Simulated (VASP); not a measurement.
A run of VASP 6.6.1 is set up as follows.

Contents of INCAR:

```
ALGO = Fast ; EDIFF = 1E-6
ENCUT = 520 ; ISIF = 2
ISMEAR = 0 ; LASPH = True
LCHARG = False ; LREAL = False
LWAVE = False ; NBANDS = 18
NELM = 100 ; PREC = Accurate
SIGMA = 0.15
```

The input KPOINTS:

```
k-points
0
Gamma
  16 16 16
```

The input POSCAR:

```
TiPd
1.0
    3.2754000000      0.0000000000      0.0000000000
    0.0000000000      3.2754000000      0.0000000000
    0.0000000000      0.0000000000      3.0846000000
Ti Pd
1 1
Direct
    0.5000000000      0.5000000000      0.5000000000
    0.0000000000      0.0000000000      0.0000000000
```

Potentials or basis: VASP PAW LDA potentials, release 64 (Ti_sv, Pd).

Command:

```console
$ cat potpaw_LDA.64/Ti_sv/POTCAR potpaw_LDA.64/Pd/POTCAR > POTCAR
$ mpirun -np 1 vasp_std > vasp.out
```

Problem. Predict the pressure.

Solution. -15.0 GPa.

Problem. Estimate the band gap on the k mesh.

Solution. None (metal or under the smearing width).

Stress tensor (GPa, compression positive):
```
-14.33   0.00   0.00
  0.00 -14.33   0.00
  0.00   0.00 -16.24
```
